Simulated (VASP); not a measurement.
Given:

```
CELL_PARAMETERS angstrom
      3.89489     0.00000     0.00000
      0.00000     3.89489     0.00000
      0.00000     0.00000     3.89489
ATOMIC_POSITIONS crystal
  Tl 0.00000 0.00000 0.00000
  Cl 0.50000 0.50000 0.50000
```

Computed with PBE GGA, VASP's PBE PAW potentials (set 64) (plane waves; VASP). Numerical set-up: 520 eV cut-off, Gaussian smearing of 0.050 eV, potentials Tl_d Cl.

Unless said otherwise, spin-orbit coupling is left out, though it shifts the bands of the heavy elements here.

Q: Give the energies of bands 7 to 13 at the high-symmetry points, in eV from the valence-band maximum.

A: 
| band | Γ | X | M | R |
|---|---|---|---|---|
| 7 | -4.45 | -5.17 | -3.30 | -2.21 |
| 8 | -1.31 | -0.92 | -2.67 | -1.78 |
| 9 | -1.31 | -0.92 | -2.67 | -1.78 |
| 10 | -1.31 | 0.00 | -0.87 | -1.78 |
| 11 | 7.64 | 2.19 | 4.85 | 2.71 |
| 12 | 7.64 | 6.56 | 4.85 | 2.71 |
| 13 | 7.64 | 6.56 | 8.27 | 2.71 |

The gap is direct, 2.20 eV, from the valence maximum at X to the conduction minimum at X.

The compound is TlCl in the CsCl type structure. It was relaxed first.
